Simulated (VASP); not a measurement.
Write the native input for VASP 6.6.1 that does the following.

```yaml
Task: single point
Functional: r2SCAN
Potentials_or_basis: VASP PAW PBE potentials, release 64 (Li_sv, Co, C)
Cutoff: 520 eV
k_mesh: 7 × 7 × 7
Occupations: fermi-dirac, width 0.1 eV
Spin: no spin polarisation
Hubbard_terms: Co d U = 8.0 eV
Dipole_correction: no
Further_INCAR_settings: ALGO = Normal; EDIFF = 1e-06; NBANDS = 18
```

LiCoC2:

```
Li Co C
1.0
     1.41428    2.44961    0.00000
    -1.41428    2.44961    0.00000
     0.00000   -1.63307    4.70555
Li Co C
1 1 2
Cartesian
  0.0000 1.6331 2.3528
  0.0000 0.0000 0.0000
  0.0000 0.0000 3.6590
  0.0000 3.2661 1.0465
```

The cell was built by a generator and needn't be a form met in nature.

The input as run:

POSCAR

```
LiCoC2
1.0
    1.4142840000      2.4496080000      0.0000000000
   -1.4142840000      2.4496080000      0.0000000000
    0.0000000000     -1.6330720000      4.7055480000
Li Co C
1 1 2
Direct
    0.5000000000      0.5000000000      0.5000000000
    0.0000000000      0.0000000000      0.0000000000
    0.2592000000      0.2592000000      0.7776000000
    0.7408000000      0.7408000000      0.2224000000
```

INCAR.step1

```
  ALGO = Normal
  EDIFF = 1E-4
  ENCUT = 520
  GGA = PE
  ISMEAR = -1
  LASPH = T
  LCHARG = F
  LDAU = T
  LDAUJ = 0 0 0
  LDAUL = -1 2 -1
  LDAUTYPE = 2
  LDAUU = 0 8 0
  LMAXMIX = 4
  LREAL = F
  LWAVE = T
  NBANDS = 18
  NELM = 150
  PREC = Accurate
  SIGMA = 0.1
```

INCAR.step2

```
  ALGO = Normal
  EDIFF = 1E-6
  ENCUT = 520
  ISIF = 2
  ISMEAR = -1
  ISTART = 1
  LASPH = T
  LCHARG = F
  LDAU = T
  LDAUJ = 0 0 0
  LDAUL = -1 2 -1
  LDAUPRINT = 1
  LDAUTYPE = 2
  LDAUU = 0 8 0
  LMAXMIX = 4
  LMIXTAU = T
  LREAL = F
  LWAVE = F
  METAGGA = R2SCAN
  NBANDS = 18
  NELM = 150
  PREC = Accurate
  SIGMA = 0.1
```

KPOINTS

```
k-points
0
Gamma
  7 7 7
```

Potentials or basis: VASP PAW PBE potentials, release 64 (Li_sv, Co, C).

Launch:

```console
$ cat potpaw_PBE.64/Li_sv/POTCAR potpaw_PBE.64/Co/POTCAR potpaw_PBE.64/C/POTCAR > POTCAR
$ cp INCAR.step1 INCAR
$ mpirun -np 1 vasp_std > vasp.out
$ cp INCAR.step2 INCAR
$ mpirun -np 1 vasp_std > vasp.out
```

It gave:

| Property | Result |
| --- | --- |
| Largest force | 1.354 eV/Å |
| Band gap on the k mesh | none (metal or under the smearing width) |

Caveat: the k mesh is coarse (spacing up to 0.37 Å⁻¹), so the values aren't converged; the PAW data sets were made with another functional, which shifts forces and pressure a little; U without spin polarisation on a metal has little footing; the U is typed as a test and isn't derived for this compound.

Wall time 53 s on 1 thread of Intel(R) Xeon(R) 6975P-C (Granite Rapids) (shared host), peak memory 0.18 GiB.
